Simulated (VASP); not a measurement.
The system is Si3P4.

```xyz
7
Lattice="-3.4546 3.4546 3.1292 3.4546 -3.4546 3.1292 3.4546 3.4546 -3.1292" Properties=species:S:1:pos:R:3 pbc="T T T"
Si    0.0000    3.4546    2.9426
Si    3.4546    0.0000    2.9426
Si    0.0000    0.0000    0.8671
P     2.0158    3.4546    0.4657
P     1.4387    0.0000    3.5948
P     3.4546    2.0158    0.4657
P     0.0000    1.4387    3.5948
```

The cell was built by a generator and needn't be a form met in nature.

```yaml
Program: VASP 6.6.1
Task: relaxation of cell and atoms
Functional: PBE
Potentials_or_basis: VASP PAW PBE potentials, release 64 (Si, P)
Cutoff: 520 eV
k_mesh: 3 × 3 × 3
Occupations: gaussian, width 0.15 eV
Spin: no spin polarisation
```

At the start: pressure 9.1 GPa; volume 21.34 Å³/atom.

How do energy, volume and symmetry change on relaxing?

Over 12 steps the energy falls by 493.9 meV/atom and the volume is 21.54 Å³/atom (+1.0 %); space group I4mm (No. 107, to 0.05 Å).

The path:
| step | energy change (eV) | largest force (eV/Å) | pressure (GPa) | volume (Å³) |
| --- | --- | --- | --- | --- |
| 1 | 0.0000 | 2.2831 | 9.10 | 149.37 |
| 2 | -1.2647 | 1.6902 | -5.15 | 176.22 |
| 3 | -1.3362 | 1.5762 | -2.81 | 168.69 |
| 4 | -2.1103 | 1.7317 | -3.38 | 163.26 |
| 5 | -3.3439 | 0.3833 | 1.69 | 144.18 |
| 6 | -3.3771 | 0.6890 | -0.65 | 148.73 |
| 7 | -3.3964 | 0.4439 | 0.17 | 146.94 |
| 8 | -3.3947 | 0.4436 | 0.36 | 146.44 |
| 9 | -3.4464 | 0.0745 | 0.87 | 147.59 |
| 10 | -3.4480 | 0.0212 | 1.01 | 147.81 |
| 11 | -3.4544 | 0.1392 | -0.56 | 152.53 |
| 12 | -3.4570 | 0.0769 | -0.10 | 150.81 |

Final structure:
```cif
data_structure
_symmetry_space_group_name_H-M 'P 1'
_symmetry_Int_Tables_number 1
_cell_length_a 6.0541
_cell_length_b 6.0541
_cell_length_c 6.0541
_cell_angle_alpha 99.558
_cell_angle_beta 99.558
_cell_angle_gamma 131.905
_cell_volume 150.81
loop_
_atom_site_label
_atom_site_type_symbol
_atom_site_fract_x
_atom_site_fract_y
_atom_site_fract_z
_atom_site_occupancy
Si1 Si 0.91717 0.41717 0.50000 1
Si2 Si 0.41717 0.91717 0.50000 1
Si3 Si 0.19814 0.19814 0.00000 1
P1 P 0.58602 0.38121 0.79519 1
P2 P 0.58602 0.79083 0.20481 1
P3 P 0.38121 0.58602 0.79519 1
P4 P 0.79083 0.58602 0.20481 1
```

Caveat: the k mesh is coarse (spacing up to 0.45 Å⁻¹), so the values aren't converged.
